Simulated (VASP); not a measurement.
## Fe (Iron-alpha) with PBEsol: from relaxation to properties

How well does PBEsol reproduce what experiment finds for Fe (Iron-alpha)? The cell is relaxed first, and properties follow on it. The steps: magnetic order: ferromagnetic, magnetic order: antiferromagnetic, q = (0, 0, 1/2), magnetic order: antiferromagnetic, q = (1/2, 1/2, 1/2), the orders side by side, relaxing cell and atoms (PBEsol), second relaxation, density, ELF and potential (PBEsol), band structure (PBEsol), total and projected DOS (PBEsol), core levels (PBEsol) and a single point (PBEsol), changed input. Left out of this account: 1 further run (phonons: it ended without a result to show). The start is a cell from a database of measured crystal structures.

Method: PBEsol, spin-polarised from a ferromagnetic start (one magnetic atom a cell); plane waves and PAW (Fe), in the first sound run; inputs show where later runs differ, in VASP 6.6.1.

Experimental background.

“Abiotic ammonium formation in the presence of Ni-Fe metals and alloys and its implications for the Hadean nitrogen cycle” (2008, pmc:2430951) reports for Fe, bcc, by powder XRD, LeBail refinement (commercial iron metal powder): lattice constant a (cubic cell parameter a) 2.866 ± 0.001 Å [commercial metal powder; measurement temperature not stated].

Most raw output is cut from this account.

**1. Set-up**

It takes space group Im-3m (No. 229, cubic). Conventional cell: a = 2.866 Å, b = 2.866 Å, c = 2.866 Å, α = 90.00°, β = 90.00°, γ = 90.00°. Nearest to Fe lie 8 Fe at 2.48 Å.

**2. Magnetic order: ferromagnetic**

The properties of a magnet depend on its order, so a few collinear patterns are compared first on the cell as listed, beginning with all moments parallel. PBEsol restores the gradient expansion of exchange and is tuned for the cells of solids.

File INCAR:

```
SYSTEM = Fe
PREC = Accurate
ENCUT = 400
EDIFF = 1E-06
NELM = 100
ISMEAR = 1
SIGMA = 0.2
LREAL = .FALSE.
ALGO = Normal
GGA = PS
NBANDS = 12
ISPIN = 2
MAGMOM = 3
LASPH = .TRUE.
LMAXMIX = 4
LORBIT = 11
LWAVE = .FALSE.
LCHARG = .FALSE.
KPAR = 4
ISIF = 2
```

File POSCAR:

```
Fe
1.0
   -1.4332500000      1.4332500000      1.4332500000
    1.4332500000     -1.4332500000      1.4332500000
    1.4332500000      1.4332500000     -1.4332500000
Fe
1
Direct
    0.0000000000      0.0000000000      0.0000000000
```

File KPOINTS:

```
Automatic mesh
0
Gamma
11 11 11
0 0 0
```

PAW data sets: Fe (PBE family, release 64).

The run is started by

```sh
mpirun -np 4 vasp_std
```

Elapsed: 3.4 s, on 4 MPI ranks of Intel Xeon Platinum 8488C (Sapphire Rapids), shared host; peak memory 0.48 GiB; 10 s of CPU time.

The k-mesh is coarse for a metal. The PAW data sets were made with PBE, which is usual practice but a small mismatch for other functionals. At this level the cell is under a tension of 15.7 GPa, so at these settings it is away from equilibrium.

This step gave:

- SCF cycles: 14
- electrons: 8
- bands: 12
- irreducible k-points: 56
- symmetry operations: 48
- free energy (TOTEN): -8.870 eV
- energy at zero smearing: -8.870 eV
- Fermi energy: 5.254 eV
- pressure: -15.66 GPa
- moment of the cell, from the last line of the log: 2.250 μB
- metallic: yes

Spin moment in the PAW sphere by atom:

```csv
atom,spin moment in the PAW sphere (μB)
Fe1,2.24
```

The run ends ferromagnetic with a largest moment of 2.24 μB, and the mesh shows no gap.

**3. Magnetic order: antiferromagnetic, q = (0, 0, 1/2)**

This step: PBEsol, spin-polarised from an antiferromagnetic start; plane waves and PAW (Fe) (VASP 6.6.1).

System of this step: Fe (Iron-alpha). The structure is cubic, space group Im-3m (No. 229). The conventional cell has a = 2.866 Å, b = 2.866 Å, c = 2.866 Å, α = 90.00°, β = 90.00°, γ = 90.00°. Fe has 8 Fe at 2.48 Å nearest.

Next, a pattern with opposite moments, which needs a doubled cell; q is given in the reciprocal vectors of the primitive cell.

Changes to INCAR since step 2:

```diff
@@ -10,5 +10,5 @@
 GGA = PS
-NBANDS = 12
+NBANDS = 15
 ISPIN = 2
-MAGMOM = 3
+MAGMOM = 3 -3
 LASPH = .TRUE.
```

File POSCAR:

```
Fe
1.0
   -1.4332500000      1.4332500000      1.4332500000
    1.4332500000     -1.4332500000      1.4332500000
    2.8665000000      2.8665000000     -2.8665000000
Fe
2
Direct
    0.0000000000      0.0000000000      0.0000000000
    0.0000000000      0.0000000000      0.5000000000
```

KPOINTS is that of step 2.

The run is started by

```sh
mpirun -np 4 vasp_std
```

Elapsed: 12 s, on 4 MPI ranks; peak memory 0.7 GiB.

At this level the cell is under a tension of 17.1 GPa, so at these settings it is away from equilibrium.

Numbers from this step:

```yaml
scf_cycles: 13
electrons: 16
bands: 15
irreducible_k_points: 216
symmetry_operations: 8
free_energy_toten: -17.30 eV
energy_at_zero_smearing: -17.29 eV
fermi_energy: 5.588 eV
pressure: -17.12 GPa
```

Spin moment in the PAW sphere by atom:

```csv
atom,spin moment in the PAW sphere (μB)
Fe1,2.07
Fe2,-2.07
```

The energy lies +222.7 meV an atom from the first pattern. The run ends antiferromagnetic with a largest moment of 2.07 μB, and the mesh shows no gap.

**4. Magnetic order: antiferromagnetic, q = (1/2, 1/2, 1/2)**

INCAR is that of step 3.

File POSCAR:

```
Fe
1.0
   -2.8665000000      2.8665000000      2.8665000000
    0.0000000000      0.0000000000      2.8665000000
    0.0000000000      2.8665000000      0.0000000000
Fe
2
Direct
    0.0000000000      0.0000000000      0.0000000000
    0.5000000000      0.0000000000      0.0000000000
```

KPOINTS is that of step 3.

The run is started by

```sh
mpirun -np 4 vasp_std
```

It took 6.8 s on 4 MPI ranks; peak memory 0.58 GiB.

At this level the cell is under a tension of 19.8 GPa, so at these settings it is away from equilibrium.

Numbers from this step:

```
SCF cycles              : 14
irreducible k-points    : 56
symmetry operations     : 48
free energy (TOTEN)     : -16.83 eV
energy at zero smearing : -16.83 eV
Fermi energy            : 5.569 eV
pressure                : -19.81 GPa
```

Spin moment in the PAW sphere by atom:

```csv
atom,spin moment in the PAW sphere (μB)
Fe1,1.70
Fe2,-1.70
```

The energy lies +453.1 meV an atom from the first pattern. The run ends antiferromagnetic with a largest moment of 1.70 μB, and the mesh shows no gap.

**5. The orders side by side**

This step: collinear orders at PBEsol; plane waves and PAW (VASP 6.6.1).

Derived from the runs above.

Patterns, by row:

```csv
start,atoms,energy less that of the first (meV/atom),largest site moment (μB),end state
ferromagnetic,1,0,2.24,ferromagnetic
"antiferromagnetic, q = (0, 0, 1/2)",2,222.7,2.07,antiferromagnetic
"antiferromagnetic, q = (1/2, 1/2, 1/2)",2,453.1,1.7,antiferromagnetic
```

The session goes on in the lowest magnetic state found: ferromagnetic. The next one lies 222.7 meV an atom higher.

**6. Relaxing cell and atoms (PBEsol)**

This step: PBEsol, spin-polarised from a ferromagnetic start (one magnetic atom a cell); plane waves and PAW (Fe) (VASP 6.6.1).

System of this step: Fe (Iron-alpha). The structure is cubic, space group Im-3m (No. 229). Conventional cell: a = 2.866 Å, b = 2.866 Å, c = 2.866 Å, α = 90.00°, β = 90.00°, γ = 90.00°. Nearest to Fe lie 8 Fe at 2.48 Å.

Properties are meant for the cell that this level of theory prefers, so cell and atoms are relaxed first (ISIF = 3) until forces and stress are small; EDIFFG sets the threshold.

Changes to INCAR since step 4:

```diff
@@ -10,5 +10,5 @@
 GGA = PS
-NBANDS = 15
+NBANDS = 12
 ISPIN = 2
-MAGMOM = 3 -3
+MAGMOM = 2.24
 LASPH = .TRUE.
@@ -19,2 +19,5 @@
 KPAR = 4
-ISIF = 2
+IBRION = 2
+NSW = 60
+ISIF = 3
+EDIFFG = -0.01
```

File POSCAR:

```
Fe
1.0
   -1.4332500000      1.4332500000      1.4332500000
    1.4332500000     -1.4332500000      1.4332500000
    1.4332500000      1.4332500000     -1.4332500000
Fe
1
Direct
    0.0000000000      0.0000000000      0.0000000000
```

File KPOINTS:

```
Automatic mesh
0
Gamma
13 13 13
0 0 0
```

The run is started by

```sh
mpirun -np 4 vasp_std
```

Elapsed: 12 s, on 4 MPI ranks; peak memory 0.54 GiB.

The magnetic order is the lowest of the few collinear ones that converged above; longer or canted patterns were not tried. After so large a change of volume the plane waves of the start cell no longer fit, so the final stress carries a basis-set error. The run keeps the 48 symmetry operations of its start, so it cannot find a distortion of lower symmetry.

Step by step:

```csv
step,energy less that of the first step (eV),largest force (eV/Å),pressure (GPa),volume (Å³)
1,0.0000,0.0000,-16.09,11.78
2,0.0081,0.0000,25.66,9.87
3,-0.0571,0.0000,-0.24,10.78
4,-0.0571,0.0000,0.15,10.76
5,-0.0571,0.0000,-0.14,10.77
```

```csv
"conventional cell, symmetrised",before,after,change
a (Å),2.866,2.783,-2.9 %
b (Å),2.866,2.783,-2.9 %
c (Å),2.866,2.783,-2.9 %
volume (Å³/atom),11.78,10.77,-8.5 %
```

The relaxed structure:

```xyz
1
Lattice="-1.3913 1.3913 1.3913 1.3913 -1.3913 1.3913 1.3913 1.3913 -1.3913" Properties=species:S:1:pos:R:3 pbc="T T T"
Fe    0.0000    0.0000    0.0000
```

This step gave:

```
electrons                                         : 8
bands                                             : 12
irreducible k-points                              : 84
free energy (TOTEN)                               : -8.922 eV
energy at zero smearing                           : -8.922 eV
Fermi energy                                      : 6.285 eV
pressure                                          : -0.1394 GPa
moment of the cell, from the last line of the log : 2.062 μB
SCF cycles over all ionic steps                   : 45
```

Spin moment in the PAW sphere by atom:

```csv
atom,spin moment in the PAW sphere (μB)
Fe1,2.04
```

It ends with forces that vanish by symmetry and a pressure of -0.14 GPa.

**7. Second relaxation**

A relaxation keeps the plane waves of the cell it began with, so it is repeated from the new cell, on a basis made for it.

INCAR is that of step 6.

File POSCAR:

```
Fe
1.0
   -1.3912983545      1.3912983545      1.3912983545
    1.3912983545     -1.3912983545      1.3912983545
    1.3912983545      1.3912983545     -1.3912983545
Fe
1
Direct
    0.0000000000      0.0000000000      0.0000000000
```

KPOINTS is that of step 6.

The run is started by

```sh
mpirun -np 4 vasp_std
```

Run time: 7 s. Hardware: 4 MPI ranks; peak memory 0.51 GiB; 25 s of CPU time.

Little changed from the start: no atom moved by 0.005 Å and no cell edge by 0.1 %.

This step gave:

```
free energy (TOTEN)                               : -8.920 eV
energy at zero smearing                           : -8.919 eV
Fermi energy                                      : 6.302 eV
pressure                                          : 0.02092 GPa
moment of the cell, from the last line of the log : 2.060 μB
SCF cycles over all ionic steps                   : 26
```

It ends with forces that vanish by symmetry and a pressure of 0.02 GPa. The volume moved by only 0.14 %, so the volume is settled.

**8. Density, ELF and potential (PBEsol)**

A single point on the relaxed cell gives a clean self-consistent state, with density, ELF and potential written out.

Changes to INCAR since step 7:

```diff
@@ -17,7 +17,5 @@
 LWAVE = .FALSE.
-LCHARG = .FALSE.
-KPAR = 4
-IBRION = 2
-NSW = 60
-ISIF = 3
-EDIFFG = -0.01
+LCHARG = .TRUE.
+ISIF = 2
+LELF = .TRUE.
+LVHAR = .TRUE.
```

File POSCAR:

```
Fe
1.0
   -1.3906505364      1.3906505364      1.3906505364
    1.3906505364     -1.3906505364      1.3906505364
    1.3906505364      1.3906505364     -1.3906505364
Fe
1
Direct
    0.0000000000      0.0000000000      0.0000000000
```

KPOINTS is that of step 7.

The run is started by

```sh
mpirun -np 4 vasp_std
```

It took 5 s on 4 MPI ranks; peak memory 0.4 GiB; 17 s of CPU time.

With spin, VASP writes an ELF for each channel.

This step gave:

| Item | Value |
| --- | --- |
| free energy (TOTEN) | -8.919 eV |
| pressure | 0.01016 GPa |

Valence electrons inside each PAW sphere by angular momentum. Sphere charges, by row:

```csv
atom,s (e),p (e),d (e),tot (e)
Fe1,0.514,0.595,6.283,7.392
```

Spin density in the ac plane of the conventional cell at fractional y = 0.000, with atoms of Fe within 0.2 Å of it.

Ten even steps from '_' (0.0 e/Å³) to '@' (3.3 e/Å³), each cell a mean:
```
%%##==::______________::++##
**==::..______________..--++
--::..__________________..::
..__________________________
____________________________
____________________________
____________________________
____________________________
____________________________
____________________________
::::..__________________..::
++==::..______________..::==
%%**==::______________::==##
@@%%++::____________..--**%%
```
Columns run along a (2.8 Å), rows up along c (2.8 Å), edges of the conventional cell, whose origin can differ from the input's. Atoms in or near the plane, at fractional coordinates: Fe at (0.00, 0.00).

ELF of down spins in the ac plane of the conventional cell at fractional y = 0.000, with atoms of Fe within 0.2 Å of it. It is the smooth field of the valence electrons, not physical close to the nuclei.

Values, 14 rows by 14 columns, each cell a mean:
```
0.00 0.01 0.02 0.05 0.11 0.22 0.38 0.45 0.35 0.20 0.09 0.04 0.01 0.00
0.00 0.02 0.05 0.11 0.19 0.29 0.43 0.49 0.40 0.27 0.16 0.09 0.04 0.01
0.02 0.05 0.11 0.19 0.28 0.38 0.48 0.52 0.47 0.36 0.25 0.17 0.09 0.04
0.07 0.10 0.18 0.28 0.37 0.45 0.51 0.53 0.51 0.45 0.35 0.25 0.16 0.09
0.17 0.21 0.28 0.38 0.46 0.50 0.51 0.51 0.51 0.50 0.45 0.36 0.27 0.20
0.33 0.36 0.41 0.48 0.51 0.51 0.49 0.47 0.49 0.51 0.51 0.47 0.40 0.35
0.44 0.46 0.49 0.53 0.52 0.50 0.47 0.46 0.47 0.51 0.53 0.52 0.49 0.45
0.36 0.39 0.44 0.50 0.52 0.51 0.48 0.47 0.49 0.51 0.51 0.48 0.43 0.38
0.19 0.23 0.31 0.40 0.47 0.50 0.51 0.50 0.51 0.50 0.45 0.38 0.29 0.22
0.09 0.12 0.20 0.30 0.40 0.47 0.52 0.52 0.51 0.46 0.37 0.28 0.19 0.11
0.02 0.06 0.12 0.21 0.30 0.40 0.50 0.53 0.48 0.38 0.28 0.19 0.11 0.05
0.01 0.02 0.06 0.12 0.20 0.31 0.44 0.49 0.41 0.28 0.18 0.11 0.05 0.02
0.00 0.00 0.02 0.06 0.12 0.23 0.39 0.46 0.36 0.21 0.10 0.05 0.02 0.01
0.01 0.00 0.01 0.02 0.09 0.19 0.36 0.44 0.33 0.17 0.07 0.02 0.00 0.00
```
Columns run along a (2.8 Å), rows up along c (2.8 Å), edges of the conventional cell, whose origin can differ from the input's. Atoms in or near the plane, at fractional coordinates: Fe at (0.00, 0.00).

Electrostatic potential energy in the ac plane of the conventional cell at fractional y = 0.000, with atoms of Fe within 0.2 Å of it. With pseudopotentials it is smooth inside the atoms' cores, unlike the true potential.

Values in eV, 14 rows by 14 columns, each cell a mean:
```
-29 -28 -25 -18 -11  -4   0   1  -1  -5 -13 -20 -25 -28
-27 -25 -21 -16  -9  -3   0   1   0  -4 -11 -17 -22 -25
-21 -20 -16 -11  -5  -1   1   1   0  -2  -7 -13 -17 -20
-14 -13 -10  -6  -2   0   1   1   1   0  -3  -7 -11 -13
 -6  -5  -3  -1   0   1   1   1   1   1   0  -2  -4  -5
 -1  -1   0   1   1   1   1   1   1   1   1   0   0  -1
  1   1   1   1   1   1   1   1   1   1   1   1   1   1
  0   0   0   1   1   1   1   1   1   1   1   1   0   0
 -5  -4  -2  -1   0   1   1   1   1   1   0  -1  -3  -4
-12 -11  -8  -4  -1   0   1   1   1   0  -2  -5  -9 -11
-19 -18 -15 -10  -4  -1   1   1   1  -1  -6 -11 -16 -18
-26 -24 -20 -15  -8  -2   0   1   0  -3 -10 -16 -21 -25
-29 -28 -24 -18 -11  -4   0   1  -1  -5 -13 -20 -25 -28
-29 -29 -26 -19 -12  -5   0   1  -1  -6 -14 -21 -27 -29
```
Columns run along a (2.8 Å; values clipped at the 3rd and 97th percentile), rows up along c (2.8 Å), edges of the conventional cell, whose origin can differ from the input's. Atoms in or near the plane, at fractional coordinates: Fe at (0.00, 0.00).

In this run the pressure is 0.01 GPa, small enough to go on.

**9. Band structure (PBEsol)**

The mesh alone shows little of the dispersion and can miss band extrema, so KPOINTS_OPT adds a path through the symmetry points after the self-consistent cycle.

File INCAR:

```
SYSTEM = Fe
PREC = Accurate
ENCUT = 400
EDIFF = 1E-06
NELM = 100
ISMEAR = 1
SIGMA = 0.2
LREAL = .FALSE.
ALGO = Normal
GGA = PS
NBANDS = 17
ISPIN = 2
MAGMOM = 2.041
LASPH = .TRUE.
LMAXMIX = 4
LORBIT = 11
LWAVE = .FALSE.
LCHARG = .FALSE.
KPAR = 4
```

POSCAR is that of step 8.

KPOINTS is that of step 8.

File KPOINTS_OPT:

```
Line mode
16
Line-mode
Reciprocal
  0.00000000   0.00000000   0.00000000 GAMMA
  0.50000000  -0.50000000   0.50000000 H

  0.50000000  -0.50000000   0.50000000 H
  0.00000000   0.00000000   0.50000000 N

  0.00000000   0.00000000   0.50000000 N
  0.00000000   0.00000000   0.00000000 GAMMA

  0.00000000   0.00000000   0.00000000 GAMMA
  0.25000000   0.25000000   0.25000000 P

  0.25000000   0.25000000   0.25000000 P
  0.50000000  -0.50000000   0.50000000 H

  0.25000000   0.25000000   0.25000000 P
  0.00000000   0.00000000   0.50000000 N
```

The run is started by

```sh
mpirun -np 4 vasp_std
```

It took 5.6 s on 4 MPI ranks; peak memory 0.54 GiB.

This step gave:

| Item | Value |
| --- | --- |
| bands | 17 |
| pressure | 0.01203 GPa |

Spin up. The electronic bands at the labelled points (eV, zero at the Fermi level; # counts the bands kept):

```csv
point,#2,#3,#4,#5,#6
Γ,-2.45,-2.45,-2.45,-1.09,-1.09
0.47 of the way,-2.98,-2.08,-2.08,-1.30,0.00
H,-5.23,0.19,0.19,0.19,10.18
0.47 of the way,-4.13,-1.85,-1.27,0.33,5.71
N,-3.64,-1.02,-0.87,0.36,0.49
0.47 of the way,-3.13,-2.59,-1.25,-1.00,-0.96
Γ,-2.45,-2.45,-2.45,-1.09,-1.09
0.47 of the way,-3.22,-3.22,-1.09,-1.09,-0.21
P,-3.48,-3.48,-0.83,-0.83,8.93
0.53 of the way,-3.95,-3.04,-0.48,-0.48,7.49
H,-5.23,0.19,0.19,0.19,10.18
jump to P,-3.48,-3.48,-0.83,-0.83,8.93
0.53 of the way,-3.72,-2.05,-0.93,-0.85,3.93
N,-3.64,-1.02,-0.87,0.36,0.49
```

Spin down. The electronic bands at the labelled points (eV, zero at the Fermi level; # counts the bands kept):

```csv
point,#1,#2,#3,#4,#5,#6
Γ,-8.65,-0.67,-0.67,-0.67,1.46,1.46
0.47 of the way,-4.73,-0.88,-0.36,-0.36,0.59,2.32
H,-3.53,-3.53,2.24,2.24,2.24,10.53
0.47 of the way,-2.93,-2.51,-0.10,0.57,2.39,6.71
N,-4.08,-2.04,0.59,1.33,1.74,2.57
0.47 of the way,-5.93,-1.46,-1.01,0.95,1.11,1.57
Γ,-8.65,-0.67,-0.67,-0.67,1.46,1.46
0.47 of the way,-5.51,-1.57,-1.57,1.40,1.40,1.64
P,-2.16,-2.16,-2.16,1.79,1.79,9.86
0.53 of the way,-2.33,-2.33,-1.50,1.55,1.55,8.56
H,-3.53,-3.53,2.24,2.24,2.24,10.53
jump to P,-2.16,-2.16,-2.16,1.79,1.79,9.86
0.53 of the way,-3.29,-2.20,-0.96,1.51,1.76,5.12
N,-4.08,-2.04,0.59,1.33,1.74,2.57
```

There is no gap at this level.

Spin up: of the bands kept, 4 cross the Fermi level on this path. Spin down: of the bands kept, 2 cross the Fermi level on this path.

[end of part 1 of 2]

[Lines on the potential files, build, host, timing and source positions are cut from VASP's logs without a mark.]

[Logs are printed without paths, hosts, clocks, repeated set-up lines and the standing remarks that a program may print on its own settings, such as how far it seeks lower states.]

[Hosts, paths, dates, database ids (printed as entryN), source tags and the programs' standing remarks are cut or masked in the printed files.]

[A measured line is paired with the nearest computed mode of its activity, which favours agreement.]
